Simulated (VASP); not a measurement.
Level of theory: r2SCAN meta-GGA, VASP's PBE PAW potentials (set 64) (plane waves; VASP).

VASP input:

**INCAR**
```
# general
SYSTEM  = PtAl2
PREC    = Accurate
ENCUT   = 520
LREAL   = .FALSE.
LASPH   = .TRUE.

# electronic loop
EDIFF   = 1E-7
NELM    = 100
ALGO    = Normal
LMAXMIX = 6
LMIXTAU = .TRUE.

# smearing
ISMEAR  = 1
SIGMA   = 0.1

# functional
METAGGA = R2SCAN

# ions
ISIF    = 2

# output
LWAVE   = .FALSE.
LCHARG  = .FALSE.
```

KPOINTS:
```
Automatic mesh
0
Gamma
9 9 9
0 0 0
```

POSCAR:
```
PtAl2
1
    0.0000000000     3.0077209069     3.0077209069
    3.0077209069     0.0000000000     3.0077209069
    3.0077209069     3.0077209069     0.0000000000
Al Pt
2 1
Direct
  0.2500000000   0.2500000000   0.2500000000
  0.7500000000   0.7500000000   0.7500000000
  0.0000000000   0.0000000000   0.0000000000
```

POTCAR, in this order: Al Pt (PBE.64 set). Program: vasp_std.

Unless said otherwise, spin-orbit coupling is left out, though it shifts the bands of the heavy elements here.

Question: Estimate the energy per atom (σ→0), pressure, band gap (on the k-mesh).

Answer: 
The energy per atom (σ→0) is -22.615 eV/atom. The band gap (on the k-mesh) comes out as none (metal, semimetal or under 0.01 eV). The pressure comes out as -7.36 GPa.

### OSZICAR
```
...
DAV:  11    -0.678440462510E+02   -0.12890E-02   -0.12959E-03   912   0.345E-01    0.394E-02
DAV:  12    -0.678441072186E+02   -0.60968E-04   -0.41495E-04   948   0.231E-01    0.157E-02
DAV:  13    -0.678442674105E+02   -0.16019E-03   -0.10301E-04   916   0.123E-01    0.543E-03
DAV:  14    -0.678442702845E+02   -0.28740E-05   -0.35584E-06  1056   0.172E-02    0.212E-03
DAV:  15    -0.678442699099E+02    0.37469E-06   -0.44394E-07   960   0.675E-03    0.771E-04
DAV:  16    -0.678442700317E+02   -0.12182E-06   -0.43577E-08   532   0.249E-03    0.269E-04
DAV:  17    -0.678442700627E+02   -0.31075E-07   -0.18472E-08   524   0.155E-03
   1 F= -.67844270E+02 E0= -.67844704E+02  d E =0.130155E-02
```

The compound is PtAl2 in the fluorite structure. This cell is one point of a volume scan, at 1.06 of the reference volume.
